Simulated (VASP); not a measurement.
Method: LDA (Ceperley-Alder, Perdew-Zunger), VASP's LDA PAW potentials (set 64) (plane waves; VASP 6.6.1).

VASP input:

**KPOINTS**
```
Automatic mesh
0
G
  12 12 12
0 0 0
```

File POSCAR:
```
HfC
1
    0.0000000000     2.3200000000     2.3200000000
    2.3200000000     0.0000000000     2.3200000000
    2.3200000000     2.3200000000     0.0000000000
Hf C
1 1
Direct
  0.0000000000   0.0000000000   0.0000000000
  0.5000000000   0.5000000000   0.5000000000
```

INCAR:
```
ALGO=Normal
EDIFF=1E-6
EDIFFG=-0.01
ENCUT=520
IBRION=2
ISIF=3
ISMEAR=1
LASPH=.True.
LCHARG=.False.
LMAXMIX=6
LREAL=.False.
LWAVE=.False.
NELM=100
NSW=60
PREC=Accurate
SIGMA=0.1
SYSTEM=HfC
```

POTCAR, in this order: Hf_pv C (LDA.64 set). Program: vasp_std.

Energy and stress use the plane-wave basis of the starting cell. Unless said otherwise, spin-orbit coupling is left out, though it shifts the bands of the heavy elements here.

Question: Estimate the energy per atom (σ→0), volume per atom, band gap (on the k-mesh).

Answer: 
The energy per atom (σ→0) is -11.447 eV/atom, the band gap (on the k-mesh) is none (metal, semimetal or under 0.01 eV) and the volume per atom comes out as 11.99 Å^3/atom.

OSZICAR:
```
...
DAV:   9    -0.228943138949E+02    0.62863E-06   -0.76598E-06  1802   0.212E-02
   3 F= -.22894314E+02 E0= -.22894263E+02  d E =-.327268E-01
       N       E                     dE             d eps       ncg     rms          rms(c)
DAV:   1    -0.228943631978E+02   -0.48674E-04   -0.89194E-04  1584   0.293E-01    0.102E-01
DAV:   2    -0.228943414300E+02    0.21768E-04   -0.29064E-05  1608   0.541E-02    0.564E-02
DAV:   3    -0.228943331913E+02    0.82386E-05   -0.25433E-05  1626   0.468E-02    0.328E-02
DAV:   4    -0.228943332408E+02   -0.49468E-07   -0.33431E-07   903   0.618E-03
   4 F= -.22894333E+02 E0= -.22894282E+02  d E =-.327461E-01
```

The compound is HfC in the rock salt structure. This run relaxes it. Symmetry was kept, so distortions that lower it aren't found.
